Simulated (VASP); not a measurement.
Computed with RPBE GGA, VASP's PBE PAW potentials (set 64) (plane waves; VASP).

VASP ran on this input.

File KPOINTS:
```
Automatic mesh
0
Gamma
8 8 12
0 0 0
```

**INCAR**
```
ALGO  =  Normal
EDIFF  =  1E-7
ENCUT  =  520
GGA  =  RP
ISIF  =  2
ISMEAR  =  -5
ISPIN  =  2
LASPH  =  .TRUE.
LCHARG  =  .TRUE.
LEFG  =  .TRUE.
LMAXMIX  =  4
LORBIT  =  11
LREAL  =  .FALSE.
LWAVE  =  .FALSE.
MAGMOM  =  2.6 -2.6 -0.0 0.0 0.0 -0.0
NEDOS  =  601
NELM  =  100
PREC  =  Accurate
SYSTEM  =  MnO2
```

**POSCAR**
```
MnO2
1
    4.4710628454    -0.0000000000     0.0000000000
   -0.0000000000     4.4710628454     0.0000000000
    0.0000000000     0.0000000000     2.9043655949
Mn O
2 4
Direct
  0.0000000000   0.0000000000   0.0000000000
  0.5000000000   0.5000000000   0.5000000000
  0.3050501956   0.3050501956   0.0000000000
  0.8050501956   0.1949498044   0.5000000000
  0.1949498044   0.8050501956   0.5000000000
  0.6949498044   0.6949498044   0.0000000000
```

POTCAR, in this order: Mn_pv O (PBE.64 set). Program: vasp_std.

What VASP printed:

### OSZICAR
```
       N       E                     dE             d eps       ncg     rms          rms(c)
DAV:   1     0.653688356087E+03    0.65369E+03   -0.28696E+04 12904   0.200E+03
DAV:   2     0.235290290338E+02   -0.63016E+03   -0.59407E+03 13562   0.567E+02
DAV:   3    -0.581743955313E+02   -0.81703E+02   -0.79768E+02 15956   0.192E+02
DAV:   4    -0.615943201371E+02   -0.34199E+01   -0.33350E+01 14628   0.341E+01
DAV:   5    -0.616558507767E+02   -0.61531E-01   -0.61508E-01 13190   0.538E+00    0.414E+01
DAV:   6    -0.583287319878E+02    0.33271E+01   -0.18383E+02 15918   0.120E+02    0.600E+01
DAV:   7    -0.477716705982E+02    0.10557E+02   -0.14944E+02 16598   0.124E+02    0.192E+01
DAV:   8    -0.457365940377E+02    0.20351E+01   -0.94401E+00 13676   0.290E+01    0.819E+00
DAV:   9    -0.453440111080E+02    0.39258E+00   -0.20744E+00 17042   0.148E+01    0.333E+00
DAV:  10    -0.453652497167E+02   -0.21239E-01   -0.21853E-01 13404   0.378E+00    0.182E+00
DAV:  11    -0.453614243365E+02    0.38254E-02   -0.33851E-02 13306   0.210E+00    0.431E-01
DAV:  12    -0.453627924627E+02   -0.13681E-02   -0.42020E-03 14340   0.623E-01    0.254E-01
DAV:  13    -0.453625303870E+02    0.26208E-03   -0.46532E-04 16100   0.288E-01    0.992E-02
DAV:  14    -0.453625214652E+02    0.89218E-05   -0.13635E-04 14884   0.126E-01    0.334E-02
DAV:  15    -0.453625029373E+02    0.18528E-04   -0.68614E-05 13642   0.101E-01    0.150E-02
DAV:  16    -0.453625069237E+02   -0.39864E-05   -0.10854E-05 13442   0.374E-02    0.777E-03
DAV:  17    -0.453625094550E+02   -0.25313E-05   -0.14010E-06 15902   0.115E-02    0.262E-03
DAV:  18    -0.453625107366E+02   -0.12816E-05   -0.44318E-07 10968   0.452E-03    0.217E-03
DAV:  19    -0.453625103320E+02    0.40468E-06   -0.40696E-08  6384   0.288E-03    0.801E-04
DAV:  20    -0.453625095166E+02    0.81531E-06   -0.46872E-08  6386   0.201E-03    0.526E-04
DAV:  21    -0.453625098475E+02   -0.33085E-06   -0.23722E-08  6390   0.186E-03    0.265E-04
DAV:  22    -0.453625098757E+02   -0.28254E-07   -0.28246E-09  6342   0.382E-04
   1 F= -.45362510E+02 E0= -.45362510E+02  d E =0.000000E+00  mag=     0.0000
```

File OUTCAR:
```
------------------------ aborting loop because EDIFF is reached ----------------------------------------
  FORCE on cell =-STRESS in cart. coord.  units (eV):
  Direction    XX          YY          ZZ          XY          YZ          ZX
  --------------------------------------------------------------------------------------
  Total        0.0075834      0.0075834     -0.0197616     -0.0000000      0.0000000      0.0000000
  in kB        0.2092665      0.2092665     -0.5453301     -0.0000000      0.0000000      0.0000000
  external PRESSURE =      -0.0422657 kB  Pullay stress =       0.0000000 kB
  volume of cell :       58.06
      direct lattice vectors                 reciprocal lattice vectors
     4.471062845  0.000000000  0.000000000     0.223660466  0.000000000  0.000000000
     0.000000000  4.471062845  0.000000000     0.000000000  0.223660466  0.000000000
     0.000000000  0.000000000  2.904365595     0.000000000  0.000000000  0.344309271
 POSITION                                       TOTAL-FORCE (eV/Angst)
 -----------------------------------------------------------------------------------
      0.00000      0.00000      0.00000         0.000000      0.000000      0.000000
      2.23553      2.23553      1.45218         0.000000      0.000000      0.000000
      1.36390      1.36390      0.00000         0.000128      0.000128      0.000000
      3.59943      0.87163      1.45218         0.000128     -0.000128      0.000000
      0.87163      3.59943      1.45218        -0.000128      0.000128      0.000000
      3.10716      3.10716      0.00000        -0.000128     -0.000128      0.000000
 -----------------------------------------------------------------------------------
    total drift:                                0.000000      0.000000      0.000000
  FREE ENERGIE OF THE ION-ELECTRON SYSTEM (eV)
  ---------------------------------------------------
  free  energy   TOTEN  =       -45.3625098757 eV

  energy  without entropy=      -45.3625098757  energy(sigma->0) =      -45.36250988

 total charge

# of ion       s       p       d       tot
------------------------------------------
    1        0.333   6.425   4.859  11.617
    2        0.333   6.425   4.859  11.617
    3        1.573   3.447   0.000   5.020
    4        1.573   3.447   0.000   5.020
    5        1.573   3.447   0.000   5.020
    6        1.573   3.447   0.000   5.020
--------------------------------------------------
tot          6.960  26.636   9.719  43.314

 magnetization (x)

# of ion       s       p       d       tot
------------------------------------------
    1        0.012   0.022   2.566   2.601
    2       -0.012  -0.022  -2.566  -2.601
    3       -0.001  -0.048   0.000  -0.049
    4        0.001   0.048   0.000   0.049
    5        0.001   0.048   0.000   0.049
    6       -0.001  -0.048   0.000  -0.049
--------------------------------------------------
tot          0.000   0.000   0.000   0.000

 Electric field gradients after diagonalization (V/A^2)
 (convention: |V_zz| > |V_xx| > |V_yy|)
----------------------------------------------------------------------
 ion       V_xx      V_yy      V_zz     asymmetry (V_yy - V_xx)/ V_zz
----------------------------------------------------------------------
   1       7.724     0.106    -7.830       0.973
   2       7.724     0.106    -7.830       0.973
   3      69.607    31.110  -100.717       0.382
   4      69.607    31.110  -100.717       0.382
   5      69.607    31.110  -100.717       0.382
   6      69.607    31.110  -100.717       0.382
```
(Selected blocks of OUTCAR.)

### OUTCAR
```
 val. band max:        4.9833880812   @ k =   0.5000   0.3750   0.0000

 cond. band min:       4.8494936887   @ k =   0.0000   0.0000   0.0833


 Fermi energy:         4.9502867973

 spin component 1

 k-point     1 :       0.0000    0.0000    0.0000
  band No.  band energies     occupation
      1     -45.7710      1.00000
      2     -45.6919      1.00000
      3     -45.5984      1.00000
      4     -42.8329      1.00000
      5     -42.7698      1.00000
      6     -42.7434      1.00000
      7     -14.6786      1.00000
      8     -12.9764      1.00000
      9     -12.6938      1.00000
     10     -12.5957      1.00000
     11      -2.4621      1.00000
     12      -1.6282      1.00000
     13      -0.9280      1.00000
     14      -0.4881      1.00000
     15      -0.0271      1.00000
     16       1.1951      1.00000
     17       1.2771      1.00000
     18       1.7179      1.00000
     19       2.6051      1.00000
     20       2.6171      1.00000
     21       3.3371      1.00000
     22       3.4085      1.00000
     23       3.9208      1.00000
     24       3.9988      1.00000
     25       4.5889      1.00000
     26       4.7668      0.56061
     27       5.4251      0.00000
     28       6.0634      0.00000
     29       6.9318      0.00000
     30       7.9599      0.00000

 k-point     2 :       0.1250    0.0000    0.0000
  band No.  band energies     occupation
      1     -45.7710      1.00000
      2     -45.6919      1.00000
      3     -45.5984      1.00000
      4     -42.8329      1.00000
      5     -42.7699      1.00000
      6     -42.7434      1.00000
      7     -14.6232      1.00000
      8     -13.0472      1.00000
      9     -12.6949      1.00000
     10     -12.6065      1.00000
     11      -2.3607      1.00000
     12      -1.5784      1.00000
     13      -0.8354      1.00000
     14      -0.4859      1.00000
     15      -0.0090      1.00000
     16       1.0713      1.00000
...
```

For a metal the tetrahedron method with Blöchl corrections gives inexact stress and forces.

The compound is MnO2 in the rutile structure. It was relaxed first.
